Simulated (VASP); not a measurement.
Calculation: PBE GGA, VASP's PBE PAW potentials (set 64) (plane waves; VASP).

VASP input:

KPOINTS:
```
Automatic mesh
0
Gamma
1 1 1
0 0 0
```

POSCAR:
```
MgB31N32
1
    7.2488848259     0.0000000000     0.0000000000
    0.0000000000     7.2488848259     0.0000000000
   -0.0000000000    -0.0000000000     7.2488848259
B N Mg
31 32 1
Direct
  0.5000000000   0.0000000000   0.0000000000
  0.7500000000   0.2500000000   0.0000000000
  0.7500000000   0.0000000000   0.2500000000
  0.0000000000   0.0000000000   0.0000000000
  0.2500000000   0.2500000000   0.0000000000
  0.5000000000   0.5000000000   0.0000000000
  0.7500000000   0.7500000000   0.0000000000
  0.2500000000   0.0000000000   0.2500000000
  0.5027990000   0.2568010000   0.2518910000
  0.7431490000   0.4940840000   0.2509450000
  0.5000000000   0.0000000000   0.5000000000
  0.7441190000   0.2469870000   0.4942700000
  0.7500000000   0.0000000000   0.7500000000
  0.0000000000   0.5000000000   0.0000000000
  0.2500000000   0.7500000000   0.0000000000
  0.0000000000   0.2500000000   0.2500000000
  0.2494390000   0.5006050000   0.2510590000
  0.5020570000   0.7566080000   0.2529940000
  0.0000000000   0.0000000000   0.5000000000
  0.2433970000   0.2446250000   0.4964780000
  0.7544840000   0.7493610000   0.5014570000
  0.2500000000   0.0000000000   0.7500000000
  0.5055630000   0.2502700000   0.7560440000
  0.7473140000   0.4963830000   0.7486340000
  0.0000000000   0.7500000000   0.2500000000
  0.0000000000   0.5000000000   0.5000000000
  0.2461040000   0.7482700000   0.4990880000
  0.0000000000   0.2500000000   0.7500000000
  0.2437540000   0.4971390000   0.7437360000
  0.5052010000   0.7556360000   0.7493400000
  0.0000000000   0.7500000000   0.7500000000
  0.6250000000   0.1250000000   0.1250000000
  0.8750000000   0.3750000000   0.1250000000
  0.8750000000   0.1250000000   0.3750000000
  0.1250000000   0.1250000000   0.1250000000
  0.3787780000   0.3756750000   0.1202730000
  0.6279950000   0.6183040000   0.1251820000
  0.8750000000   0.8750000000   0.1250000000
  0.3797080000   0.1264600000   0.3743830000
  0.6183380000   0.3700150000   0.3770100000
  0.8773430000   0.6298060000   0.3716110000
  0.6318420000   0.1194690000   0.6291040000
  0.8806610000   0.3780770000   0.6289370000
  0.8750000000   0.1250000000   0.8750000000
  0.1250000000   0.6250000000   0.1250000000
  0.3750000000   0.8750000000   0.1250000000
  0.1259300000   0.3751480000   0.3750930000
  0.3685730000   0.6208280000   0.3717210000
  0.6276320000   0.8746890000   0.3769150000
  0.1250000000   0.1250000000   0.6250000000
  0.3799040000   0.3682310000   0.6198080000
  0.6289510000   0.6208770000   0.6242010000
  0.8750000000   0.8750000000   0.6250000000
  0.3750000000   0.1250000000   0.8750000000
  0.6248040000   0.3706120000   0.8704940000
  0.8750000000   0.6250000000   0.8750000000
  0.1250000000   0.8750000000   0.3750000000
  0.1183220000   0.6307970000   0.6214760000
  0.3706810000   0.8726790000   0.6286320000
  0.1250000000   0.3750000000   0.8750000000
  0.3807240000   0.6254860000   0.8752920000
  0.6250000000   0.8750000000   0.8750000000
  0.1250000000   0.8750000000   0.8750000000
  0.4971070000   0.5005510000   0.4946640000
```

INCAR:
```
SYSTEM = MgB31N32
PREC = Normal
ENCUT = 400
EDIFF = 1E-5
NELM = 100
ALGO = Fast
LREAL = Auto
LASPH = .TRUE.
ISMEAR = 0
SIGMA = 0.05
GGA = PE
LWAVE = .TRUE.
LCHARG = .FALSE.
NELMIN = 4
ISYM = 0
NELECT = 256.0
IBRION = 2
ISIF = 2
NSW = 60
EDIFFG = -0.03
```

POTCAR, in this order: B N Mg (PBE.64 set). Program: vasp_gam.

Question: What will the output report for the number of irreducible k-points (NKPTS), largest plane-wave count, FFT grid (NGX, NGY, NGZ)?

Answer: 
| Item | Result |
|---|---|
| number of irreducible k-points (NKPTS) | 1 |
| largest plane-wave count | 3466 |
| FFT grid (NGX, NGY, NGZ) | 36 × 36 × 36 |

The cell is a supercell with a defect, built from BN (zinc blende): Mg_B, charge -1. The run is not spin-polarised, so no state with unpaired spins was tried.
